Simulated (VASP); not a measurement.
Output of a VASP run:

File OSZICAR:
```
...
DAV:   7    -0.547063925390E+02    0.12928E-05   -0.69728E-06  3380   0.277E-02    0.431E-03
DAV:   8    -0.547063925282E+02    0.10786E-07   -0.92363E-07  1944   0.926E-03
   2 F= -.39033807E+02 E0= -.39033807E+02  d E =-.319236E-03
       N       E                     dE             d eps       ncg     rms          rms(c)
DAV:   1    -0.547133911291E+02   -0.69986E-02   -0.46565E-01  3304   0.678E+00    0.590E-01
DAV:   2    -0.547090967555E+02    0.42944E-02   -0.21656E-02  3668   0.150E+00    0.354E-01
DAV:   3    -0.547062664540E+02    0.28303E-02   -0.57804E-03  3736   0.866E-01    0.408E-02
DAV:   4    -0.547063124595E+02   -0.46006E-04   -0.93099E-04  3580   0.327E-01    0.221E-02
DAV:   5    -0.547063109857E+02    0.14739E-05   -0.42358E-05  4432   0.683E-02    0.137E-02
DAV:   6    -0.547063085218E+02    0.24638E-05   -0.94751E-06  3636   0.324E-02    0.459E-03
DAV:   7    -0.547063086163E+02   -0.94476E-07   -0.24696E-06  2716   0.137E-02
   3 F= -.39036346E+02 E0= -.39036346E+02  d E =-.285899E-02
       N       E                     dE             d eps       ncg     rms          rms(c)
DAV:   1    -0.546981797294E+02    0.81288E-02   -0.51084E-01  3304   0.560E+00    0.264E-01
DAV:   2    -0.546985107299E+02   -0.33100E-03   -0.15434E-02  3764   0.912E-01    0.152E-01
DAV:   3    -0.546981014346E+02    0.40930E-03   -0.12332E-03  4080   0.371E-01    0.698E-02
DAV:   4    -0.546980687298E+02    0.32705E-04   -0.23204E-04  4600   0.136E-01    0.256E-02
DAV:   5    -0.546980687388E+02   -0.90249E-08   -0.21204E-05  3884   0.379E-02    0.163E-02
DAV:   6    -0.546980691841E+02   -0.44530E-06   -0.30354E-06  2808   0.228E-02
   4 F= -.39038128E+02 E0= -.39038128E+02  d E =-.178131E-02
       N       E                     dE             d eps       ncg     rms          rms(c)
DAV:   1    -0.546707689029E+02    0.27300E-01   -0.45993E+00  3304   0.168E+01    0.801E-01
DAV:   2    -0.546737605440E+02   -0.29916E-02   -0.14133E-01  3756   0.275E+00    0.461E-01
DAV:   3    -0.546701469223E+02    0.36136E-02   -0.11301E-02  4104   0.114E+00    0.233E-01
DAV:   4    -0.546696628190E+02    0.48410E-03   -0.25988E-03  4592   0.456E-01    0.785E-02
DAV:   5    -0.546696645227E+02   -0.17037E-05   -0.20452E-04  3824   0.121E-01    0.484E-02
DAV:   6    -0.546696672829E+02   -0.27603E-05   -0.30550E-05  4204   0.640E-02    0.771E-03
DAV:   7    -0.546696675125E+02   -0.22958E-06   -0.30826E-06  2824   0.142E-02
   5 F= -.39040196E+02 E0= -.39040196E+02  d E =-.384983E-02
       N       E                     dE             d eps       ncg     rms          rms(c)
DAV:   1    -0.546132680825E+02    0.56399E-01   -0.34543E-01  3832   0.605E+00    0.685E-01
DAV:   2    -0.546098605208E+02    0.34076E-02   -0.22158E-02  4356   0.139E+00    0.312E-01
DAV:   3    -0.546086257246E+02    0.12348E-02   -0.83907E-03  3988   0.723E-01    0.986E-02
DAV:   4    -0.546086911213E+02   -0.65397E-04   -0.14486E-03  4104   0.234E-01    0.594E-02
DAV:   5    -0.546087190574E+02   -0.27936E-04   -0.59636E-05  4432   0.716E-02    0.411E-02
DAV:   6    -0.546087812536E+02   -0.62196E-04   -0.11810E-04  5312   0.659E-02    0.211E-02
DAV:   7    -0.546087931665E+02   -0.11913E-04   -0.30615E-05  4444   0.335E-02    0.580E-03
DAV:   8    -0.546087945488E+02   -0.13824E-05   -0.30817E-06  3076   0.158E-02    0.163E-03
DAV:   9    -0.546087947724E+02   -0.22358E-06   -0.65895E-07  1868   0.711E-03
   6 F= -.39040633E+02 E0= -.39040633E+02  d E =-.437116E-03
```

File OUTCAR:
```
------------------------ aborting loop because EDIFF is reached ----------------------------------------
  FORCE on cell =-STRESS in cart. coord.  units (eV):
  Direction    XX          YY          ZZ          XY          YZ          ZX
  --------------------------------------------------------------------------------------
  Total       15.6249358     15.6249358     15.6751920      0.0000000      0.0000000      0.0000000
  in kB      451.6410713    451.6410713    453.0937354      0.0000000      0.0000000      0.0000000
  external PRESSURE =       2.1252927 kB  Pullay stress =     450.0000000 kB
  volume of cell :       55.43
      direct lattice vectors                 reciprocal lattice vectors
    -1.848364860  1.848364860  4.056019151     0.000000000  0.270509363  0.123273580
     1.848364860 -1.848364860  4.056019151     0.270509363  0.000000000  0.123273580
     1.848364860  1.848364860 -4.056019151     0.270509363  0.270509363  0.000000000
 POSITION                                       TOTAL-FORCE (eV/Angst)
 -----------------------------------------------------------------------------------
      0.00000      1.84836      2.02801         0.000000      0.000000     -0.000000
      0.00000      0.00000      0.00000         0.000000      0.000000     -0.000000
      0.00000      1.84836      0.13741         0.000000     -0.000000      0.002118
      1.84836      1.84836      2.16542        -0.000000      0.000000      0.002118
      1.84836      1.84836     -2.16542        -0.000000      0.000000     -0.002118
     -0.00000      1.84836      3.91860         0.000000     -0.000000     -0.002118
 -----------------------------------------------------------------------------------
    total drift:                                0.000000      0.000000      0.000000
  FREE ENERGIE OF THE ION-ELECTRON SYSTEM (eV)
  ---------------------------------------------------
  free  energy   TOTEN  =       -54.6087947724 eV

  energy  without entropy=      -54.6087947724  energy(sigma->0) =      -54.60879477
  enthalpy is  TOTEN    =       -39.0406333409 eV   P V=       15.5681614316

 reached required accuracy - stopping structural energy minimisation
```
(Selected blocks of OUTCAR.)

### POSCAR
```
TiO2
1
   -1.8410931689     1.8410931689     4.1140283637
    1.8410931689    -1.8410931689     4.1140283637
    1.8410931689     1.8410931689    -4.1140283637
Ti O
2 4
Direct
  0.7500000000   0.2500000000   0.5000000000
  0.0000000000   0.0000000000   0.0000000000
  0.5193814032   0.0193814032   0.5000000000
  0.7693814032   0.7693814032   0.0000000000
  0.2306185968   0.2306185968   1.0000000000
  0.9806185968   0.4806185968   0.5000000000
```

Write an INCAR and KPOINTS that could have produced this output.

One answer among several that fit: the input of the run itself, PBEsol GGA, plane waves, VASP's PBE PAW potentials (set 64).

### INCAR
```
SYSTEM = TiO2
PREC = Accurate; ENCUT = 620; LREAL = F
LASPH = T
EDIFF = 1E-6; NELM = 100; ALGO = Normal
LMAXMIX = 4
ISMEAR = 0; SIGMA = 0.05
GGA = PS
IBRION = 2; NSW = 40; ISIF = 3
EDIFFG = -0.02; PSTRESS = 450
LWAVE = F; LCHARG = F
```

File KPOINTS:
```
Automatic mesh
0
Gamma
8 8 8
0 0 0
```

POTCAR, in this order: Ti_sv O (PBE.64 set). Program: vasp_std.

The compound is TiO2 in the anatase structure, one of several forms; rutile is the usual stable one. This run relaxes it under an external pressure of 45 GPa. Symmetry was kept, so distortions that lower it aren't found.
